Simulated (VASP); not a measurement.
# Sc15VN16 (Im-3m) in VASP: further runs

The runs below take Sc15VN16 through relaxation of cell and atoms, with PBE.

Everything below comes from runs of VASP 6.6.1. Logs are shortened: lines on timing, memory, paths and dates and some standing lists are left out, and cuts for length are marked.

## (1) The structure

It takes space group Im-3m (No. 229, cubic). The conventional cell has a = 8.841 Å, b = 8.841 Å, c = 8.841 Å, α = 90.00°, β = 90.00°, γ = 90.00°. V (site symmetry m-3m) has 6 N at 2.21 Å as nearest neighbours. Sc (site symmetry mm2) has 6 N at 2.21 Å as nearest neighbours. Sc (site symmetry 4/mmm) is surrounded by 6 N at 2.21 Å. Around N (site symmetry -3m) lie 6 Sc at 2.21 Å. Around N (site symmetry -4m2) lie 6 Sc at 2.21 Å. Around N (site symmetry 4mm) lie 5 Sc at 2.21 Å and 1 V at 2.21 Å.

The cell was built by a generator and needn't be a form met in nature.

## (2) Relaxation of cell and atoms, PBE, collinear spin, ferromagnetic start

File INCAR:

```
SYSTEM = Sc15VN16
ALGO = Normal
AMIX = 0.2
AMIX_MAG = 0.8
BMIX = 1E-4
BMIX_MAG = 1E-4
EDIFF = 1E-6
EDIFFG = -0.01
ENCUT = 600
GGA = PE
IBRION = 2
ISIF = 3
ISMEAR = 1
ISPIN = 2
KPAR = 8
LASPH = .TRUE.
LCHARG = .FALSE.
LMAXMIX = 4
LORBIT = 11
LREAL = Auto
LWAVE = .FALSE.
MAGMOM = 2 0 0 0 0 0 0 0 0 0 0 0 0 0 0 0 0 0 0 0 0 0 0 0 0 0 0 0 0 0 0 0
NELM = 150
NSW = 90
PREC = Accurate
SIGMA = 0.1
```

File KPOINTS:

```
k-points
0
G
  6 6 6
  0 0 0
```

File POSCAR:

```
Sc15VN16
1.0
   -4.4205000000     -4.4205000000      4.4205000000
    4.4205000000      4.4205000000      4.4205000000
   -4.4205000000      4.4205000000     -4.4205000000
V Sc N
1 15 16
Direct
    0.0000000000      0.0000000000      0.0000000000
    0.2500000000      0.0000000000      0.7500000000
    0.0000000000      0.2500000000      0.7500000000
    0.5000000000      0.0000000000      0.5000000000
    0.2500000000      0.2500000000      0.5000000000
    0.0000000000      0.5000000000      0.5000000000
    0.7500000000      0.0000000000      0.2500000000
    0.5000000000      0.2500000000      0.2500000000
    0.2500000000      0.5000000000      0.2500000000
    0.0000000000      0.7500000000      0.2500000000
    0.7500000000      0.2500000000      0.0000000000
    0.5000000000      0.5000000000      0.0000000000
    0.2500000000      0.7500000000      0.0000000000
    0.7500000000      0.5000000000      0.7500000000
    0.5000000000      0.7500000000      0.7500000000
    0.7500000000      0.7500000000      0.5000000000
    0.0000000000      0.5000000000      0.0000000000
    0.2500000000      0.5000000000      0.7500000000
    0.0000000000      0.7500000000      0.7500000000
    0.5000000000      0.5000000000      0.5000000000
    0.2500000000      0.7500000000      0.5000000000
    0.0000000000      0.0000000000      0.5000000000
    0.7500000000      0.5000000000      0.2500000000
    0.5000000000      0.7500000000      0.2500000000
    0.2500000000      0.0000000000      0.2500000000
    0.0000000000      0.2500000000      0.2500000000
    0.7500000000      0.7500000000      0.0000000000
    0.5000000000      0.0000000000      0.0000000000
    0.2500000000      0.2500000000      0.0000000000
    0.7500000000      0.0000000000      0.7500000000
    0.5000000000      0.2500000000      0.7500000000
    0.7500000000      0.2500000000      0.5000000000
```

Potentials or basis: VASP PAW PBE potentials, release 64 (V_sv, Sc_sv, N).

On the command line:

```bash
> cat potpaw_PBE.64/V_sv/POTCAR potpaw_PBE.64/Sc_sv/POTCAR potpaw_PBE.64/N/POTCAR > POTCAR
> mpirun -np 8 vasp_std > vasp.out
```

OUTCAR:

```text
SYSTEM = Sc15VN16
   AMIX = 0.2
   AMIX_MAG = 0.8
   EDIFF = 1E-6
   EDIFFG = -0.01
   ENCUT = 600
   GGA = PE
   IBRION = 2
   ISIF = 3
   ISMEAR = 1
   ISPIN = 2
   LASPH = .TRUE.
   LORBIT = 11
   LREAL = Auto
   NELM = 150
   NSW = 90
   PREC = Accurate

 ion  position               nearest neighbor table
   1  0.000  0.000  0.000-  19 2.21  25 2.21  26 2.21  27 2.21  29 2.21  30 2.21   8 3.13   9 3.13
                            14 3.13  15 3.13   7 3.13   2 3.13   3 3.13  10 3.13  11 3.13  16 3.13
   2  0.250  0.000  0.750-  19 2.21  21 2.21  22 2.21  28 2.21  29 2.21  31 2.21  11 3.13  12 3.13
                             6 3.13  16 3.13   5 3.13   8 3.13   1 3.13   3 3.13  13 3.13  10 3.13
   3  0.000  0.250  0.750-  17 2.21  18 2.21  22 2.21  29 2.21  30 2.21  32 2.21  12 3.13  13 3.13
                            16 3.13   4 3.13   6 3.13   9 3.13  11 3.13   1 3.13   2 3.13   7 3.13
   4  0.500  0.000  0.500-  21 2.21  24 2.21  25 2.21  30 2.21  31 2.21  32 2.21   3 3.13  14 3.13
                             9 3.13  10 3.13   7 3.13   8 3.13  11 3.13   2 3.13  15 3.13  13 3.13
   5  0.250  0.250  0.500-  18 2.21  20 2.21  22 2.21  25 2.21  26 2.21  31 2.21  14 3.13  15 3.13
                            10 3.13   7 3.13   6 3.13   8 3.13   9 3.13  12 3.13   2 3.13   1 3.13
   6  0.000  0.500  0.500-  18 2.21  19 2.21  21 2.21  23 2.21  26 2.21  32 2.21   2 3.13  15 3.13
                             7 3.13   8 3.13   9 3.13  10 3.13  13 3.13  14 3.13   3 3.13  11 3.13
   7  0.750  0.000  0.250-  22 2.21  24 2.21  26 2.21  27 2.21  28 2.21  32 2.21   5 3.13   6 3.13
                            12 3.13  13 3.13   1 3.13   3 3.13   8 3.13  10 3.13  11 3.13  15 3.13
   8  0.500  0.250  0.250-  20 2.21  23 2.21  25 2.21  28 2.21  29 2.21  32 2.21   6 3.13  16 3.13
                            13 3.13   1 3.13   7 3.13   9 3.13  11 3.13  12 3.13  14 3.13   2 3.13
   9  0.250  0.500  0.250-  17 2.21  20 2.21  21 2.21  24 2.21  26 2.21  29 2.21   4 3.13  16 3.13
[... 17 lines left out ...]
  19  0.000  0.750  0.750-   1 2.21   2 2.21   6 2.21  13 2.21  14 2.21  16 2.21
  20  0.500  0.500  0.500-   5 2.21   8 2.21   9 2.21  14 2.21  15 2.21  16 2.21
  21  0.250  0.750  0.500-   2 2.21   4 2.21   6 2.21   9 2.21  10 2.21  15 2.21
  22  0.000  0.000  0.500-   2 2.21   3 2.21   5 2.21   7 2.21  10 2.21  16 2.21
[... 8 lines left out ...]
  31  0.500  0.250  0.750-   2 2.21   4 2.21   5 2.21  11 2.21  12 2.21  14 2.21
  32  0.750  0.250  0.500-   3 2.21   4 2.21   6 2.21   7 2.21   8 2.21  14 2.21

  LATTYP: Found a body centered cubic cell.
 ALAT       =     8.8410000000

  Lattice vectors:

 A1 = (  -4.4205000000,  -4.4205000000,   4.4205000000)
 A2 = (   4.4205000000,   4.4205000000,   4.4205000000)
 A3 = (  -4.4205000000,   4.4205000000,  -4.4205000000)

Analysis of symmetry for initial positions (statically):
=====================================================================
 Subroutine PRICEL returns:
 Original cell was already a primitive cell.

 Routine SETGRP: Setting up the symmetry group for a
 body centered cubic supercell.

 Subroutine GETGRP returns: Found 48 space group operations
 (whereof 48 operations were pure point group operations)
 out of a pool of 48 trial point group operations.

The static configuration has the point symmetry O_h .

Analysis of symmetry for dynamics (positions and initial velocities):
[... 209 lines left out ...]
 Methfessel and Paxton  Order N= 1 SIGMA  =   0.10
  energy-cutoff  :      600.00
  volume of cell :      345.52
 maximum number of plane-waves:     11570
 NGX is ok and might be reduce to    64
   NGX = 31   NGY = 31   NGZ = 31

--------------------------------------- Ionic step        1  -------------------------------------------

 number of electron     258.0000046 magnetization       1.1643423

 Free energy of the ion-electron system (eV)
  ---------------------------------------------------
  ext. energy  EPLUGINS =         0.00000000
  ---------------------------------------------------
  free energy    TOTEN  =      -294.48164513 eV

  energy without entropy =     -294.47402156  energy(sigma->0) =     -294.47910394

------------------------ aborting loop because EDIFF is reached ----------------------------------------

  FORCE on cell =-STRESS in cart. coord.  units (eV):
  Direction    XX          YY          ZZ          XY          YZ          ZX
  --------------------------------------------------------------------------------------
  -------------------------------------------------------------------------------------
  Total       22.6609188     22.6609188     22.6609188      0.0000000      0.0000000      0.0000000
  in kB      105.0785137    105.0785137    105.0785137      0.0000000      0.0000000      0.0000000
  external PRESSURE =     105.0785137 kB  Pullay stress =       0.0000000 kB
[... 179 lines left out ...]
  FREE ENERGIE OF THE ION-ELECTRON SYSTEM (eV)
  ---------------------------------------------------
  free  energy   TOTEN  =      -295.1430663300 eV

  energy  without entropy=     -295.1311907844  energy(sigma->0) =     -295.13910781

[... ionic steps 4 to 10 ...]

--------------------------------------- Ionic step       11  -------------------------------------------

 number of electron     258.0000005 magnetization       1.0879336

------------------------ aborting loop because EDIFF is reached ----------------------------------------
[... 127 lines left out ...]
--------------------------------------- Ionic step       13  -------------------------------------------

 number of electron     258.0000004 magnetization       1.0886717

 Free energy of the ion-electron system (eV)
  ---------------------------------------------------
  ext. energy  EPLUGINS =         0.00000000
  ---------------------------------------------------
  free energy    TOTEN  =      -295.25721139 eV

  energy without entropy =     -295.25802866  energy(sigma->0) =     -295.25748381

 E-fermi :   6.3252     XC(G=0): -11.9751

 val. band max:        6.2939667065   @ k =   0.1667   0.1667   0.1667
 cond. band min:       6.3259706001   @ k =   0.3333   0.0000   0.0000
 fundamental gap:      0.0320038937
 Fermi energy:         6.3252319204

 spin component 1

 k-point     1 :       0.0000    0.0000    0.0000
  band No.  band energies     occupation
      1     -59.4110      1.00000
      2     -42.5011      1.00000
      3     -42.4854      1.00000
      4     -42.4854      1.00000
      5     -42.3383      1.00000
      6     -42.2893      1.00000
[... 2293 lines left out ...]
    140       9.3233      0.00000
    141       9.3233      0.00000
 Fermi energy:         6.3252319204

 spin component 2

 k-point     1 :       0.0000    0.0000    0.0000
  band No.  band energies     occupation
      1     -58.5481      1.00000
      2     -42.4902      1.00000
      3     -42.4738      1.00000
      4     -42.4738      1.00000
      5     -42.3327      1.00000
      6     -42.2843      1.00000
[... 2293 lines left out ...]
    140       9.3380      0.00000
    141       9.3380      0.00000
 [bands above 141 left out]

------------------------ aborting loop because EDIFF is reached ----------------------------------------

  FORCE on cell =-STRESS in cart. coord.  units (eV):
  Direction    XX          YY          ZZ          XY          YZ          ZX
  --------------------------------------------------------------------------------------
```

It took 1.7 h on 8 MPI ranks of Intel Xeon 6975P-C (Granite Rapids), shared host; peak memory 1.8 GiB.

What came out:

- Free energy: -295.2572 eV
- Relaxed volume: 11.30 Å³/atom
- Relaxed cell: a = 7.773 Å, b = 7.773 Å, c = 7.773 Å, α = 109.47°, β = 109.47°, γ = 109.47°
- Space group after relaxing (to 0.05 Å): Im-3m (No. 229)
- Energy gained by relaxing: 24.2 meV/atom
- Ionic steps: 13
- Pressure after relaxing: 0.0 GPa
- Band gap on the k mesh: none (metal or under the smearing width)
- Net moment: 1.09 μB per cell
- Site moments: V +0.82; Sc +0.01; N +0.00, +0.01, -0.01 μB
- Valence electrons inside the program's atomic spheres: V 11.32; Sc 9.62, 9.57; N 3.71, 3.70, 3.69

The path:
```csv
step,energy change (eV),largest force (eV/Å),pressure (GPa),volume (Å³)
1,0.0000,1.1147,10.51,345.52
2,-0.0859,0.1819,-9.81,382.16
3,-0.6614,0.5855,-0.98,363.81
4,-0.6614,0.5954,-0.79,363.44
5,-0.7478,0.3233,-0.27,362.15
6,-0.7745,0.0347,0.35,360.97
7,-0.7745,0.0393,0.32,361.02
8,-0.7749,0.0105,-0.34,362.20
9,-0.7755,0.0117,-0.06,361.69
10,-0.7755,0.0123,-0.06,361.67
11,-0.7755,0.0130,-0.03,361.64
12,-0.7755,0.0125,-0.03,361.66
13,-0.7756,0.0030,0.01,361.56
```

Final structure:
```
V Sc N
1.0
    -4.48788   -4.48788    4.48788
     4.48788    4.48788    4.48788
    -4.48788    4.48788   -4.48788
V Sc N
1 15 16
Direct
  0.00000 0.00000 0.00000
  0.24908 0.00000 0.75092
  0.00000 0.24908 0.75092
  0.50000 0.00000 0.50000
  0.24908 0.24908 0.49817
  0.00000 0.50000 0.50000
  0.75092 0.00000 0.24908
  0.49817 0.24908 0.24908
  0.24908 0.49817 0.24908
  0.00000 0.75092 0.24908
  0.75092 0.24908 0.00000
  0.50000 0.50000 0.00000
  0.24908 0.75092 0.00000
  0.75092 0.50183 0.75092
  0.50183 0.75092 0.75092
  0.75092 0.75092 0.50183
  0.00000 0.50000 0.00000
  0.25000 0.50000 0.75000
  0.00000 0.75919 0.75919
  0.50000 0.50000 0.50000
  0.25000 0.75000 0.50000
  0.00000 0.00000 0.50000
  0.75000 0.50000 0.25000
  0.50000 0.75000 0.25000
  0.24081 0.00000 0.24081
  0.00000 0.24081 0.24081
  0.75919 0.75919 0.00000
  0.50000 0.00000 0.00000
  0.24081 0.24081 0.00000
  0.75919 0.00000 0.75919
  0.50000 0.25000 0.75000
  0.75000 0.25000 0.50000
```

With open d or f shells a metallic result of PBE can be an artefact of self-interaction; +U or a hybrid may open a gap.

## (3) Relaxation of cell and atoms, PBE, collinear spin, ferromagnetic start

This run uses another cell than the first one, of 11.30 Å³/atom, 1.046 times its volume.

Changes to INCAR since step 2:

```diff
@@ -6,4 +6,4 @@
 BMIX_MAG = 1E-4
-EDIFF = 1E-6
-EDIFFG = -0.01
+EDIFF = 1E-7
+EDIFFG = -0.005
 ENCUT = 600
```

KPOINTS is that of step 2.

File POSCAR:

```
Sc15VN16                                
1.0
   -4.4878757143     -4.4878757143      4.4878757143
    4.4878757143      4.4878757143      4.4878757143
   -4.4878757143      4.4878757143     -4.4878757143
  V               Sc              N             
     1    15    16
Direct
     1.0000000000000000    0.0000000000000000    0.0000000000000000
     0.2490836841507053    1.0000000000000000    0.7509163158492946
     0.0000000000000000    0.2490836841507053    0.7509163158492946
     0.5000000000000000    0.0000000000000000    0.5000000000000000
     0.2490836841507053    0.2490836841507053    0.4981673683014106
     1.0000000000000000    0.5000000000000000    0.5000000000000000
     0.7509163158492946    0.0000000000000000    0.2490836841507053
     0.4981673683014106    0.2490836841507053    0.2490836841507053
     0.2490836841507053    0.4981673683014106    0.2490836841507053
     0.0000000000000000    0.7509163158492946    0.2490836841507053
     0.7509163158492946    0.2490836841507053    0.0000000000000000
     0.5000000000000000    0.5000000000000000    0.0000000000000000
     0.2490836841507053    0.7509163158492946    0.0000000000000000
     0.7509163158492946    0.5018326316985893    0.7509163158492946
     0.5018326316985893    0.7509163158492946    0.7509163158492946
     0.7509163158492946    0.7509163158492946    0.5018326316985893
     1.0000000000000000    0.5000000000000000    0.0000000000000000
     0.2500000000000000    0.5000000000000000    0.7500000000000000
     1.0000000000000000    0.7591884583870603    0.7591884583870603
     0.5000000000000000    0.5000000000000000    0.5000000000000000
     0.2500000000000000    0.7500000000000000    0.5000000000000000
     1.0000000000000000    0.0000000000000000    0.5000000000000000
     0.7500000000000000    0.5000000000000000    0.2500000000000000
     0.5000000000000000    0.7500000000000000    0.2500000000000000
     0.2408115416129398    0.0000000000000000    0.2408115416129398
     1.0000000000000000    0.2408115416129398    0.2408115416129398
     0.7591884583870603    0.7591884583870603    0.0000000000000000
     0.5000000000000000    0.0000000000000000    0.0000000000000000
     0.2408115416129398    0.2408115416129398    0.0000000000000000
     0.7591884583870603    0.0000000000000000    0.7591884583870603
     0.5000000000000000    0.2500000000000000    0.7500000000000000
     0.7500000000000000    0.2500000000000000    0.5000000000000000
```

Potentials or basis: VASP PAW PBE potentials, release 64 (V_sv, Sc_sv, N).

On the command line:

```bash
> cat potpaw_PBE.64/V_sv/POTCAR potpaw_PBE.64/Sc_sv/POTCAR potpaw_PBE.64/N/POTCAR > POTCAR
> mpirun -np 8 vasp_std > vasp.out
```

Run time: 19 min. Hardware: 8 MPI ranks of Intel Xeon 6975P-C (Granite Rapids), shared host; peak memory 1.8 GiB.

The run converged. Its results:

| Item | Value |
| --- | --- |
| Free energy | -295.2789 eV |
| Pressure after relaxing | 0.0 GPa |
| Largest force after relaxing | 0.004 eV/Å |
| Band gap on the k mesh | none (metal or under the smearing width) |
| Net moment | 1.09 μB per cell |
| Site moments | V +0.82; Sc +0.01; N +0.00, +0.01, -0.01 μB |
| Valence electrons inside the program's atomic spheres | V 11.32; Sc 9.62, 9.57; N 3.70, 3.69, 3.68 |

Forces in eV/Å, atoms in the order of the input:
```
V    0.000  0.000  0.000
Sc   0.000  0.002 -0.002
Sc  -0.002  0.000 -0.002
Sc   0.000  0.000  0.000
Sc   0.002 -0.002  0.000
Sc   0.000  0.000  0.000
Sc   0.000 -0.002  0.002
Sc   0.002  0.000 -0.002
Sc   0.000 -0.002 -0.002
Sc   0.002  0.000  0.002
Sc  -0.002 -0.002  0.000
Sc   0.000  0.000  0.000
Sc   0.002  0.002  0.000
Sc   0.000  0.002  0.002
Sc  -0.002  0.000  0.002
Sc  -0.002  0.002  0.000
N    0.000  0.000  0.000
N    0.000  0.000  0.000
N    0.000  0.004  0.000
N    0.000  0.000  0.000
N    0.000  0.000  0.000
N    0.000  0.000  0.000
N    0.000  0.000  0.000
N    0.000  0.000  0.000
N    0.004  0.000  0.000
N    0.000 -0.004  0.000
N    0.000  0.000  0.004
N    0.000  0.000  0.000
N    0.000  0.000 -0.004
N   -0.004  0.000  0.000
N    0.000  0.000  0.000
N    0.000  0.000  0.000
```

Final structure:
```
V Sc N
1.0
    -4.48788   -4.48788    4.48788
     4.48788    4.48788    4.48788
    -4.48788    4.48788   -4.48788
V Sc N
1 15 16
Direct
  0.00000 0.00000 0.00000
  0.24908 0.00000 0.75092
  0.00000 0.24908 0.75092
  0.50000 0.00000 0.50000
  0.24908 0.24908 0.49817
  0.00000 0.50000 0.50000
  0.75092 0.00000 0.24908
  0.49817 0.24908 0.24908
  0.24908 0.49817 0.24908
  0.00000 0.75092 0.24908
  0.75092 0.24908 0.00000
  0.50000 0.50000 0.00000
  0.24908 0.75092 0.00000
  0.75092 0.50183 0.75092
  0.50183 0.75092 0.75092
  0.75092 0.75092 0.50183
  0.00000 0.50000 0.00000
  0.25000 0.50000 0.75000
  0.00000 0.75919 0.75919
  0.50000 0.50000 0.50000
  0.25000 0.75000 0.50000
  0.00000 0.00000 0.50000
  0.75000 0.50000 0.25000
  0.50000 0.75000 0.25000
  0.24081 0.00000 0.24081
  0.00000 0.24081 0.24081
  0.75919 0.75919 0.00000
  0.50000 0.00000 0.00000
  0.24081 0.24081 0.00000
  0.75919 0.00000 0.75919
  0.50000 0.25000 0.75000
  0.75000 0.25000 0.50000
```

Levels at points of the mesh, in eV from the Fermi level:
Spin up:
| k point | band 125 | band 126 | band 127 | band 128 | band 129 | band 130 | band 131 | band 132 | band 133 | band 134 |
| --- | --- | --- | --- | --- | --- | --- | --- | --- | --- | --- |
| (0.00, 0.00, 0.00) | -1.52 | -0.87 | -0.87 | -0.87 | -0.57 | -0.57 | -0.57 | 0.63 | 0.63 | 0.63 |
| (0.50, 0.00, 0.00) | -2.04 | -2.02 | -1.67 | -1.55 | 0.05 | 0.08 | 0.13 | 1.07 | 1.16 | 1.50 |
| (0.50, 0.50, 0.50) | -1.45 | -1.36 | -1.36 | -1.36 | -0.24 | -0.24 | -0.24 | 0.50 | 0.53 | 0.53 |
Spin down:
```csv
k point,band 126,band 127,band 128,band 129,band 130,band 131
"(0.00, 0.00, 0.00)",-0.69,-0.69,-0.69,-0.57,-0.57,-0.57
"(0.50, 0.00, 0.00)",-2.02,-1.61,-1.55,0.60,0.75,0.80
"(0.50, 0.50, 0.50)",-1.36,-1.36,-1.36,0.13,0.13,0.13
```

Caveat: the relaxation stopped at its first step, so nothing moved. With open d or f shells a metallic result of PBE can be an artefact of self-interaction; +U or a hybrid may open a gap.
